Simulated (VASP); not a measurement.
Input:

```
CELL_PARAMETERS angstrom
     -3.05000     3.05000     3.05000
      3.05000    -3.05000     3.05000
      3.05000     3.05000    -3.05000
ATOMIC_POSITIONS crystal
  Cs 0.00000 0.00000 0.00000
```

Method: r2SCAN meta-GGA, VASP's PBE PAW potentials (set 64) (plane waves; VASP). Run with 480 eV cut-off, 8×8×8 Γ-centred mesh, first-order Methfessel-Paxton smearing of 0.10 eV, potentials Cs_sv.

Energy and stress use the plane-wave basis of the starting cell.

Q: The ions, cell shape and volume are relaxed. Which structure does the run end with?

A: 
```
CELL_PARAMETERS angstrom
     -3.13378     3.13378     3.13378
      3.13378    -3.13378     3.13378
      3.13378     3.13378    -3.13378
ATOMIC_POSITIONS crystal
  Cs 0.00000 0.00000 0.00000
```
Space group Im-3m (229), at a tolerance of 0.03 Å.

Q: How do energy and volume change from the first to the last step?

A: The energy (σ→0) changes by -5.2 meV/atom and the volume by +8.5 %, in 4 ionic steps.

The compound is Cs in the bcc structure. This run relaxes it. Symmetry was kept, so distortions that lower it aren't found.
